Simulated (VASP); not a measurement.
Consider the following.

```xyz
64
Lattice="10.9371 0.0000 0.0000 0.0000 10.9371 0.0000 0.0000 0.0000 10.9371" Properties=species:S:1:pos:R:3 pbc="T T T"
Si     5.4685     0.0000     0.0000
Si     6.8357     1.3671     1.3671
Si     8.2028     2.7343     0.0000
Si     9.5699     4.1014     1.3671
Si     8.2028     0.0000     2.7343
Si     9.5699     1.3671     4.1014
Si     0.0000     0.0000     0.0000
Si     1.3671     1.3671     1.3671
Si     2.7343     2.7343     0.0000
Si     4.1014     4.1014     1.3671
Si     5.4685     5.4685     0.0000
Si     6.8357     6.8357     1.3671
Si     8.2028     8.2028     0.0000
Si     9.5699     9.5699     1.3671
Si     2.7343     0.0000     2.7343
Si     4.1014     1.3671     4.1014
Si     5.4685     2.7343     2.7343
Si     6.8404     4.1485     4.1414
Si     8.2028     5.4685     2.7343
Si     9.5699     6.8357     4.1014
Si     5.4685     0.0000     5.4685
Si     6.8357     1.3671     6.8357
Si     8.2028     2.7343     5.4685
Si     9.5699     4.1014     6.8357
Si     8.2028     0.0000     8.2028
Si     9.5699     1.3671     9.5699
Si     0.0000     5.4685     0.0000
Si     1.3671     6.8357     1.3671
Si     2.7343     8.2028     0.0000
Si     4.1014     9.5699     1.3671
Si     0.0000     2.7343     2.7343
Si     1.3671     4.1014     4.1014
Si     2.7343     5.4685     2.7343
Si     4.1121     6.8549     4.1055
Si     5.4685     8.2028     2.7343
Si     6.8357     9.5699     4.1014
Si     0.0000     0.0000     5.4685
Si     1.3671     1.3671     6.8357
Si     2.7343     2.7343     5.4685
Si     4.1136     4.1486     6.8524
Si     6.8117     6.7944     6.8532
Si     8.2028     8.2028     5.4685
Si     9.5699     9.5699     6.8357
Si     2.7343     0.0000     8.2028
Si     4.1014     1.3671     9.5699
Si     5.4685     2.7343     8.2028
Si     6.8357     4.1014     9.5699
Si     8.2028     5.4685     8.2028
Si     9.5699     6.8357     9.5699
Si     0.0000     8.2028     2.7343
Si     1.3671     9.5699     4.1014
Si     0.0000     5.4685     5.4685
Si     1.3671     6.8357     6.8357
Si     2.7343     8.2028     5.4685
Si     4.1014     9.5699     6.8357
Si     0.0000     2.7343     8.2028
Si     1.3671     4.1014     9.5699
Si     2.7343     5.4685     8.2028
Si     4.1014     6.8357     9.5699
Si     5.4685     8.2028     8.2028
Si     6.8357     9.5699     9.5699
Si     0.0000     8.2028     8.2028
Si     1.3671     9.5699     9.5699
Mg     5.4632     5.4408     5.5074
```
Cell charge +2.

All values below come from PBE GGA, VASP's PBE PAW potentials (set 64) (plane waves; VASP 6.6.1). Run with PREC = Normal, LREAL = Auto, ISYM = 0, NELECT = 252.0, EDIFF = 1E-5, 400 eV cut-off, 1×1×1 Γ-centred mesh, Gaussian smearing of 0.050 eV, potentials Si Mg.

The cell is charged, with a uniform compensating background. The supercell is sampled at Γ alone, which is coarse: total energies, pressure and levels can be off, energies of defects by several tenths of an eV.

Q: The ions are relaxed. Which structure does the run end with?

A: 
```xyz
64
Lattice="10.9371 0.0000 0.0000 0.0000 10.9371 0.0000 0.0000 0.0000 10.9371" Properties=species:S:1:pos:R:3 pbc="T T T"
Si     5.4688     0.0014    10.9369
Si     6.8438     1.3561     1.3595
Si     8.2017     2.7340     0.0019
Si     9.5841     4.0923     1.3565
Si     8.2017    10.9370     2.7375
Si     9.5837     1.3556     4.0944
Si     0.0001    10.9365    10.9364
Si     1.3686     1.3688     1.3698
Si     2.7378     2.7364     0.0034
Si     4.1074     4.1067     1.3648
Si     5.4684     5.4672     0.0015
Si     6.8313     6.8319     1.3606
Si     8.2011     8.2011     0.0008
Si     9.5689     9.5696     1.3701
Si     2.7375     0.0034     2.7381
Si     4.1098     1.3645     4.1068
Si     5.4608     2.7186     2.7170
Si     6.9731     3.9776     3.9751
Si     8.2280     5.4829     2.7091
Si     9.5785     6.8317     4.1055
Si     5.4687    10.9368     5.4682
Si     6.8315     1.3623     6.8294
Si     8.2270     2.7122     5.4796
Si     9.5788     4.1033     6.8316
Si     8.1992     0.0020     8.1996
Si     9.5686     1.3685     9.5697
Si    10.9359     5.4694     0.0018
Si     1.3549     6.8442     1.3583
Si     2.7346     8.2030     0.0031
Si     4.0929     9.5856     1.3575
Si     0.0021     2.7359     2.7370
Si     1.3625     4.1087     4.1047
Si     2.7147     5.4583     2.7125
Si     3.9687     6.9745     3.9692
Si     5.4829     8.2266     2.7092
Si     6.8311     9.5763     4.1059
Si    10.9358    10.9360     5.4655
Si     1.3551     1.3548     6.8462
Si     2.7154     2.7165     5.4543
Si     3.9523     3.9608     6.9929
Si     6.9753     6.9714     6.9849
Si     8.2194     8.2185     5.4538
Si     9.5791     9.5815     6.8463
Si     2.7372    10.9369     8.2009
Si     4.0921     1.3549     9.5855
Si     5.4841     2.7114     8.2268
Si     6.8329     4.1032     9.5814
Si     8.2286     5.4496     8.2287
Si     9.5840     6.8460     9.5852
Si     0.0009     8.2026     2.7368
Si     1.3559     9.5848     4.0945
Si     0.0005     5.4679     5.4676
Si     1.3588     6.8347     6.8293
Si     2.7106     8.2275     5.4797
Si     4.1043     9.5773     6.8309
Si     0.0002     2.7354     8.2013
Si     1.3520     4.0915     9.5888
Si     2.7041     5.4882     8.2323
Si     4.1040     6.8335     9.5833
Si     5.4505     8.2246     8.2265
Si     6.8456     9.5840     9.5839
Si     0.0000     8.2016     8.2003
Si     1.3689     9.5695     9.5694
Mg     5.4538     5.4622     5.4696
```
Cell charge +2.

Q: How much energy does the relaxation gain?

A: The energy (σ→0) changes by -17.5 meV/atom, in 8 ionic steps.

The cell is a supercell with a defect, built from Si (diamond): Mg_Si, charge +2. The run is not spin-polarised, so no state with unpaired spins was tried.
